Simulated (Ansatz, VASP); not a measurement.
# Two plane-wave programs on SbMo

```
CELL_PARAMETERS angstrom
5.32377 0.00000 0.00000
0.00000 5.32377 0.00000
0.00000 0.00000 5.32377
ATOMIC_POSITIONS crystal
Sb 0.15886 0.15886 0.15886
Sb 0.34114 0.84114 0.65886
Sb 0.65886 0.34114 0.84114
Sb 0.84114 0.65886 0.34114
Mo 0.86512 0.86512 0.86512
Mo 0.63488 0.13488 0.36512
Mo 0.36512 0.63488 0.13488
Mo 0.13488 0.36512 0.63488
```

Alike in both runs: functional PBE; k mesh 4 × 4 × 4; occupations gaussian, width 0.1 eV; no spin polarisation.

Ansatz relaxed the structure, and its values are those at the end. VASP's run is a single point on that final structure, the one shown.

|  | VASP | Ansatz |
| --- | --- | --- |
| version | VASP 6.6.1 | Ansatz 0.2.0 |
| potentials or method | VASP PAW PBE potentials, release 64 (Sb, Mo_sv) | scalar-relativistic, plane waves, PAW |
| plane-wave cutoff (eV) | 520 | 420 |
| valence electrons in the cell | 76 | 116 |

Ansatz gave:

```
gap on the k mesh at the Fermi level (eV) : none
pressure (GPa)                            : -0.1
rms of the force components (eV/Å)        : 0.003
```

Task: What did VASP give for the same quantities?

Result: gap on the k mesh at the Fermi level (eV): none; pressure (GPa): -0.1; rms of the force components (eV/Å): 0.006.

A gap of «none» marks a metal or a gap that the smearing closes. With one functional, cell and mesh, what is left measures potentials, basis and numerics. The two sets of potentials don't hold the same shells in valence.

The runs have no spin-orbit coupling, so splittings on Sb are missing.
